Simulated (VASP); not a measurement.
Level of theory: optB88-vdW, VASP's PBE PAW potentials (set 64) (plane waves; VASP).

VASP ran on this input.

POSCAR:
```
MoTe2 monolayer
3.5685130
  1.0000000050   0.0000000000   0.0000000000
 -0.5000000025   0.8660252975   0.0000000000
  0.0000000000   0.0000000000   5.6325552613
Te Mo
2 1
Direct
  0.3333330000   0.6666670000   0.5902104433
  0.3333330000   0.6666670000   0.4097895567
  0.6666670000   0.3333330000   0.5000000000
```

File KPOINTS:
```
Automatic mesh
0
Gamma
12 12 1
0 0 0
```

**INCAR**
```
AGGAC=0.0
ALGO=Normal
EDIFF=1E-6
ENCUT=400
GGA=BO
ISMEAR=0
LASPH=T
LCHARG=F
LMAXMIX=4
LORBIT=11
LREAL=F
LUSE_VDW=T
LVHAR=T
LWAVE=F
NELM=100
NELMIN=4
PARAM1=0.1833333333
PARAM2=0.22
PREC=Normal
SIGMA=0.05
SYSTEM=MoTe2 monolayer
```

POTCAR, in this order: Te Mo_sv (PBE.64 set). Program: vasp_std. Read from the step before: WAVECAR.

The resulting files:

### OUTCAR
```
 ion  position               nearest neighbor table
   1  0.333  0.667  0.590-   3 2.74   3 2.74   3 2.74   2 3.63
   2  0.333  0.667  0.410-   3 2.74   3 2.74   3 2.74   1 3.63
   3  0.667  0.333  0.500-   1 2.74   2 2.74   1 2.74   2 2.74   1 2.74   2 2.74
  LATTYP: Found a hexagonal cell.
 ALAT       =     3.5685130179
 C/A-ratio  =     5.6325552330
 Subroutine PRICEL returns:
 Original cell was already a primitive cell.
 Subroutine GETGRP returns: Found 12 space group operations
The static configuration has the point symmetry D_3h.
The dynamic configuration has the point symmetry D_3h.
 Subroutine INISYM returns: Found 12 space group operations
 Subroutine IBZKPT returns following result:
 Found     19 irreducible k-points:

 Following reciprocal coordinates:
            Coordinates               Weight
  0.000000  0.000000  0.000000      1.000000
  0.083333  0.000000  0.000000      6.000000
  0.166667  0.000000  0.000000      6.000000
  0.250000  0.000000  0.000000      6.000000
  0.333333  0.000000  0.000000      6.000000
  0.416667  0.000000  0.000000      6.000000
  0.500000  0.000000  0.000000      3.000000
...
```

OSZICAR:
```
       N       E                     dE             d eps       ncg     rms          rms(c)
DAV:   1    -0.106691215294E+02   -0.10669E+02   -0.13800E-03   894   0.444E-01    0.399E-02
DAV:   2    -0.106681957597E+02    0.92577E-03   -0.29973E-01   841   0.198E-01    0.947E-02
DAV:   3    -0.106680916607E+02    0.10410E-03   -0.82413E-04   705   0.142E-01    0.128E-02
DAV:   4    -0.106681978957E+02   -0.10624E-03   -0.42216E-05   817   0.443E-02    0.886E-03
DAV:   5    -0.106682539205E+02   -0.56025E-04   -0.64362E-06   572   0.189E-02    0.565E-03
DAV:   6    -0.106684174245E+02   -0.16350E-03   -0.18370E-05   823   0.215E-02    0.501E-03
DAV:   7    -0.106684363178E+02   -0.18893E-04   -0.44465E-06   552   0.176E-02    0.362E-03
DAV:   8    -0.106684898923E+02   -0.53575E-04   -0.12042E-05   653   0.207E-02    0.296E-03
DAV:   9    -0.106685640245E+02   -0.74132E-04   -0.13691E-05   627   0.199E-02    0.226E-03
DAV:  10    -0.106685812431E+02   -0.17219E-04   -0.10763E-06   570   0.698E-03    0.203E-03
DAV:  11    -0.106685829726E+02   -0.17296E-05   -0.19380E-06   641   0.161E-02    0.182E-03
DAV:  12    -0.106685456020E+02    0.37371E-04   -0.67372E-06   639   0.251E-02    0.169E-03
DAV:  13    -0.106685997852E+02   -0.54183E-04   -0.96086E-06   640   0.304E-02    0.161E-03
DAV:  14    -0.106685992227E+02    0.56251E-06   -0.12156E-06   482   0.998E-03
   1 F= -.10668599E+02 E0= -.10668599E+02  d E =-.436332E-18
```

**OUTCAR**
```
------------------------ aborting loop because EDIFF is reached ----------------------------------------
  FORCE on cell =-STRESS in cart. coord.  units (eV):
  Direction    XX          YY          ZZ          XY          YZ          ZX
  --------------------------------------------------------------------------------------
  Total       -0.1583059     -0.1583059     -0.0833275      0.0000000      0.0000000      0.0000000
  in kB       -1.1442207     -1.1442204     -0.6022838      0.0000000      0.0000000      0.0000000
  external PRESSURE =      -0.9635750 kB  Pullay stress =       0.0000000 kB
  volume of cell :      221.67
      direct lattice vectors                 reciprocal lattice vectors
     3.568513018  0.000000000  0.000000000     0.280228766  0.161790174  0.000000000
    -1.784256509  3.090422533  0.000000000     0.000000000  0.323580348  0.000000000
     0.000000000  0.000000000 20.099846673     0.000000000  0.000000000  0.049751623
 POSITION                                       TOTAL-FORCE (eV/Angst)
 -----------------------------------------------------------------------------------
     -0.00000      2.06028     11.86314         0.000000      0.000000      0.000016
     -0.00000      2.06028      8.23671         0.000000      0.000000     -0.000016
      1.78426      1.03014     10.04992        -0.000000      0.000000      0.000000
 -----------------------------------------------------------------------------------
    total drift:                               -0.002515      0.001459      0.000000
  FREE ENERGIE OF THE ION-ELECTRON SYSTEM (eV)
  ---------------------------------------------------
  free  energy   TOTEN  =       -10.6685992227 eV

  energy  without entropy=      -10.6685992227  energy(sigma->0) =      -10.66859922

 total charge

# of ion       s       p       d       tot
------------------------------------------
    1        1.389   1.984   0.056   3.429
    2        1.389   1.984   0.056   3.429
    3        2.250   6.134   3.972  12.355
--------------------------------------------------
tot          5.028  10.101   4.083  19.212
```
(Selected blocks of OUTCAR.)

The cell is a sheet with vacuum, built from MoTe2 (2H layered).
